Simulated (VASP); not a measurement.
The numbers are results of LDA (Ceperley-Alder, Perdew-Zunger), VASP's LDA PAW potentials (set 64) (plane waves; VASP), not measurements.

A VASP calculation is set up with these files.

POSCAR:
```
Al
1.0
  0.0000000000   1.9301866971   1.9301866971
  1.9301866971   0.0000000000   1.9301866971
  1.9301866971   1.9301866971   0.0000000000
Al
1
direct
  0.0000000000   0.0000000000   0.0000000000
```

KPOINTS:
```
Automatic mesh
0
Gamma
16 16 16
0 0 0
```

INCAR:
```
ALGO  =  Normal
EDIFF  =  1E-6
EDIFFG  =  -0.02
ENCUT  =  500
IBRION  =  2
ISIF  =  3
ISMEAR  =  1
LASPH  =  .TRUE.
LCHARG  =  .FALSE.
LREAL  =  .FALSE.
LWAVE  =  .FALSE.
NELM  =  100
NSW  =  40
PREC  =  Accurate
PSTRESS  =  100
SIGMA  =  0.1
SYSTEM  =  Al
```

POTCAR, in this order: Al (LDA.64 set). Program: vasp_std.

Output

OSZICAR:
```
       N       E                     dE             d eps       ncg     rms          rms(c)
DAV:   1    -0.194234585504E+01   -0.19423E+01   -0.91234E+02  1620   0.323E+02
DAV:   2    -0.417242138022E+01   -0.22301E+01   -0.20084E+01  1870   0.310E+01
DAV:   3    -0.418896294364E+01   -0.16542E-01   -0.16540E-01  1935   0.325E+00
DAV:   4    -0.418899425869E+01   -0.31315E-04   -0.31315E-04  1875   0.144E-01
DAV:   5    -0.418899439331E+01   -0.13463E-06   -0.13587E-06  1975   0.748E-03    0.165E+00
DAV:   6    -0.416913342236E+01    0.19861E-01   -0.17798E-03  1660   0.270E-01    0.918E-01
DAV:   7    -0.415619740040E+01    0.12936E-01   -0.45676E-03  1615   0.427E-01    0.191E-01
DAV:   8    -0.415616960103E+01    0.27799E-04   -0.29140E-05  2060   0.526E-02    0.139E-02
DAV:   9    -0.415616933679E+01    0.26424E-06   -0.14851E-07  1440   0.286E-03
   1 F= -.32584980E+01 E0= -.32585826E+01  d E =-.325850E+01
```

**OUTCAR**
```
------------------------ aborting loop because EDIFF is reached ----------------------------------------
  FORCE on cell =-STRESS in cart. coord.  units (eV):
  Direction    XX          YY          ZZ          XY          YZ          ZX
  --------------------------------------------------------------------------------------
  Total        0.8967460      0.8967460      0.8967460      0.0000000     -0.0000000     -0.0000000
  in kB       99.8969163     99.8969163     99.8969163      0.0000000     -0.0000000     -0.0000000
  external PRESSURE =      -0.1030837 kB  Pullay stress =     100.0000000 kB
  volume of cell :       14.38
      direct lattice vectors                 reciprocal lattice vectors
     0.000000000  1.930186697  1.930186697    -0.259042299  0.259042299  0.259042299
     1.930186697  0.000000000  1.930186697     0.259042299 -0.259042299  0.259042299
     1.930186697  1.930186697  0.000000000     0.259042299  0.259042299 -0.259042299
 POSITION                                       TOTAL-FORCE (eV/Angst)
 -----------------------------------------------------------------------------------
      0.00000      0.00000      0.00000         0.000000      0.000000      0.000000
 -----------------------------------------------------------------------------------
    total drift:                               -0.000000     -0.000000     -0.000000
  FREE ENERGIE OF THE ION-ELECTRON SYSTEM (eV)
  ---------------------------------------------------
  free  energy   TOTEN  =        -4.1561693368 eV

  energy  without entropy=       -4.1564230924  energy(sigma->0) =       -4.15625392
  enthalpy is  TOTEN    =        -3.2584979803 eV   P V=        0.8976713565

 reached required accuracy - stopping structural energy minimisation
```
(Selected blocks of OUTCAR.)

The compound is Al in the fcc structure. It was relaxed first under an external pressure of 10 GPa.
